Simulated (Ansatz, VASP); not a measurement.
# Cross-check of SiCCl2 (Cl-SiC-Cl chair, 1 layer) between VASP and Ansatz, part 2 of 2

One calculation is typed for both programs; each brings its own data sets. How far apart do they land? Of the first pair: The structure shown is the start of the Ansatz relaxation below; VASP solves that cell, so the two are compared at the walk's first step.

VASP 6.6.1 and Ansatz 0.2.0.

So far: Starting point; Ansatz: relaxation, PBE; VASP: single point, PBE, start cell, pair 1.

## (4) Differences

Known differences besides the potentials themselves: the cutoff is 420 eV in Ansatz and 520 eV in VASP. Total energies have different zeros and are not compared.

Forces (eV/Å; atoms numbered as in POSCAR):

```csv
atom,"Ansatz x, y, z","VASP x, y, z"
Cl1,"0.000, 0.000, -0.544","0.000, 0.000, -0.445"
Cl2,"0.000, 0.000, -1.577","0.000, 0.000, -1.614"
C3,"0.000, 0.000, 0.985","0.000, 0.000, 0.894"
Si4,"0.000, 0.000, 1.136","0.000, 0.000, 1.165"
```

The forces differ by 41 meV/Å r.m.s., which is 6.4 % of the r.m.s. force of 0.643 eV/Å (both taken over all components). With vacuum in the cell, a pressure given here is an average over mostly empty space and none of the material.

## (5) Ansatz: relaxation, PBE

This run makes the geometry at which the two programs are then compared.

The structure compared here is the end of the Ansatz relaxation.

input.yaml reads:

```yaml
crystal:
  lattice:
    - [3.0855, 0.0, 0.0]
    - [-1.54275, 2.6721213834, 0.0]
    - [0.0, 0.0, 26.5333333333]
  atoms:
    - { symbol: Cl, position: [0.6666666667, 0.3333333333, 0.4145728643] }
    - { symbol: C, position: [0.6666666667, 0.3333333333, 0.4816582915] }
    - { symbol: Si, position: [0.3333333333, 0.6666666667, 0.5051507538] }
    - { symbol: Cl, position: [0.3333333333, 0.6666666667, 0.5854271357] }
kpoints:
  mp_grid: { grid: [12, 12, 1] }
hamiltonian:
  xc: pbe
scf:
  occupations: { method: fermi_dirac, width: 0.05 }
  convergence: { dr2_threshold: 1.0e-08 }
efield:
  axis: 3
  dipole_correction: true
  ramp_position: 0.97
  ramp_width: 0.04
relax:
  f_tol: 0.01
  cell: { fix: [c, alpha, beta] }
output:
  write_potential: true
  write_density: true
  volumetric_format: npy
```

On the command line:

```console
$ ansatz run input.yaml --threads 4 --pin off --max-ram 8192MiB --backend cpu --events-out ev --progress --plain --runs-dir out
```

Numbers of over 12 decimals in the logs are rounded to 6 here.

The program printed:

```text
[...]
Crystal: 4 atoms, lattice volume = 218.763 Å³
Basis set: ecut = 420 eV, 4241 PW (Γ), exchange–correlation on 48×48×360 points (8 copies of the dense FFT grid, shifted against one another)
[...]
cell:  # Å, volume = 246.5873 Å³
    - [3.275851, 0, 0]
    - [-1.637926, 2.836970, 0]
    - [0, 0, 26.5333333333]
  atoms:
    - { symbol: Cl, position: [0.666667, 0.333333, 0.415211] }
    - { symbol: C, position: [0.666667, 0.333333, 0.484395] }
    - { symbol: Si, position: [0.333333, 0.666667, 0.505040] }
    - { symbol: Cl, position: [0.333333, 0.666667, 0.582162] }
[key lines of the parts left out:]
SCF converged after 6 iterations
Free energy (F): -3046.808821 eV
Fermi energy:    -1.380086 eV
Dipole field:    D = -0.006192 V/Å  (p = -0.008437 e·Å, saw-weighted, corrected)
Work function:   Φ+ = 4.5258 eV   Φ− = 4.3615 eV
P = ⅓ Tr σ = 0.0035 GPa (0.035 kbar)
```

## (6) VASP: single point, PBE, relaxed cell, pair 2

The same cell, functional, mesh and smearing now go to VASP, with its own data sets.

INCAR reads:

```
SYSTEM = SiCCl2
PREC = Accurate
ENCUT = 600
EDIFF = 1E-06
NELM = 120
ISMEAR = -1
SIGMA = 0.05
LREAL = .FALSE.
ALGO = Normal
GGA = PE
NBANDS = 17
LORBIT = 11
LWAVE = .FALSE.
LCHARG = .FALSE.
ISIF = 2
LDIPOL = .TRUE.
IDIPOL = 3
DIPOL = 0.5 0.5 0.497
LVHAR = .TRUE.
LASPH = .TRUE.
GGA_COMPAT = .FALSE.
EFERMI = MIDGAP
NELMDL = -8
```

POSCAR reads:

```
SiCCl2
1.0
    3.2758511293      0.0000000000      0.0000000000
   -1.6379255646      2.8369702970      0.0000000000
    0.0000000000      0.0000000000     26.5333333333
Cl C Si
2 1 1
Direct
    0.6666666667      0.3333333333      0.4152111482
    0.3333333333      0.6666666667      0.5821624653
    0.6666666667      0.3333333333      0.4843951110
    0.3333333333      0.6666666667      0.5050403208
```

KPOINTS reads:

```
Automatic mesh
0
Gamma
12 12 1
0 0 0
```

PAW data sets: Cl, C and Si (PBE family, release 64).

On the command line:

```console
$ mpirun -np 1 vasp_std
```

The program printed:

```text
[... set-up lines as in an earlier step ...]
 entering main loop
       N       E                     dE             d eps       ncg     rms          rms(c)
DAV:   1     0.197511725352E+03    0.19751E+03   -0.82991E+03   646   0.106E+03
DAV:   2     0.108293248495E+02   -0.18668E+03   -0.17767E+03   985   0.190E+02
DAV:   3    -0.197667527727E+02   -0.30596E+02   -0.30345E+02   813   0.916E+01
DAV:   4    -0.205629887164E+02   -0.79624E+00   -0.79376E+00   930   0.182E+01
[...]
DAV:  24    -0.194086500301E+02   -0.20695E-05   -0.31299E-08   781   0.774E-04    0.256E-04
DAV:  25    -0.194086519459E+02   -0.19158E-05   -0.36035E-08   708   0.705E-04    0.801E-05
DAV:  26    -0.194086526021E+02   -0.65620E-06   -0.14794E-08   744   0.418E-04
   1 F= -.19408653E+02 E0= -.19408653E+02  d E =-.146147E-10
```

OUTCAR, selected parts (step 6):

```text
  Total       -0.0309726     -0.0309726     -0.2548548     -0.0000000      0.0000000      0.0000000
  in kB       -0.2012415     -0.2012415     -1.6558943     -0.0000000      0.0000000      0.0000000
  external PRESSURE =      -0.6861258 kB  Pullay stress =       0.0000000 kB

 POSITION                                       TOTAL-FORCE (eV/Angst)
 -----------------------------------------------------------------------------------
      1.63793      0.94566     11.01694         0.000000     -0.000000      0.074312
     -0.00000      1.89131     15.44671         0.000000      0.000000     -0.049423
      1.63793      0.94566     12.85262         0.000000     -0.000000     -0.083199
     -0.00000      1.89131     13.40040        -0.000000     -0.000000      0.058310
 -----------------------------------------------------------------------------------
    total drift:                                0.000000     -0.000000      0.000022

  FREE ENERGIE OF THE ION-ELECTRON SYSTEM (eV)
  ---------------------------------------------------
  free  energy   TOTEN  =       -19.4086526021 eV

  energy  without entropy=      -19.4086526021  energy(sigma->0) =      -19.40865260

[... 1 part as in an earlier step ...]

[... 2 further parts left out ...]
[key lines of the parts left out:]
E-fermi :  -1.7557
```

## (7) Side by side

What differs besides the data sets and the points named for the pairs above, as far as they apply: the cutoff is 420 eV in Ansatz and 600 eV in VASP; Ansatz's pressure holds a Pulay correction, VASP's none. Total energies have different zeros and are not compared.

Compared:

```
              quantity  Ansatz   VASP  difference
        pressure (GPa)    0.00  -0.07       +0.07
gap on the k mesh (eV)   2.235  2.254      -0.020
```

Forces (eV/Å; atoms numbered as in POSCAR):

| atom | Ansatz x, y, z | VASP x, y, z |
| --- | --- | --- |
| Cl1 | 0.000, 0.000, 0.001 | 0.000, 0.000, 0.074 |
| Cl2 | 0.000, 0.000, 0.001 | 0.000, 0.000, -0.049 |
| C3 | 0.000, 0.000, -0.003 | 0.000, 0.000, -0.083 |
| Si4 | 0.000, 0.000, 0.001 | 0.000, 0.000, 0.058 |

The forces differ by 38 meV/Å r.m.s., where the r.m.s. force is 0.001 eV/Å in Ansatz and 0.039 eV/Å in VASP: the atoms lie near their places of rest in Ansatz, so a percentage would say little (all taken over all components). A gap on the mesh is an upper bound, since the band edges may lie between its points. With vacuum in the cell, a pressure given here is an average over mostly empty space and none of the material.

## (8) Outcome

```
r.m.s. force difference (single point, PBE, start cell, pair 1)   : 6.4 % of the r.m.s. force
r.m.s. force difference (single point, PBE, relaxed cell, pair 2) : 38 meV/Å
```

What this shows: The r.m.s. force difference is 38 meV/Å (single point, PBE, relaxed cell, pair 2), beyond the 12 meV/Å picked in this series as the mark of a large difference. What causes the difference of the single point, PBE, start cell, pair 1 pair stays open here. What causes the difference of the single point, PBE, relaxed cell, pair 2 pair stays open here. Such differences can come from data sets, numerical settings and the points named under the comparisons, not from the functional's error against experiment.

[Lines on the potential files, build, host, timing and source positions are cut from VASP's logs without a mark.]

[Logs are printed without paths, hosts, clocks, repeated set-up lines and the standing remarks that a program may print on its own settings, such as how far it seeks lower states.]

[Hosts, paths, dates, database ids (printed as entryN), source tags and the programs' standing remarks are cut or masked in the printed files.]
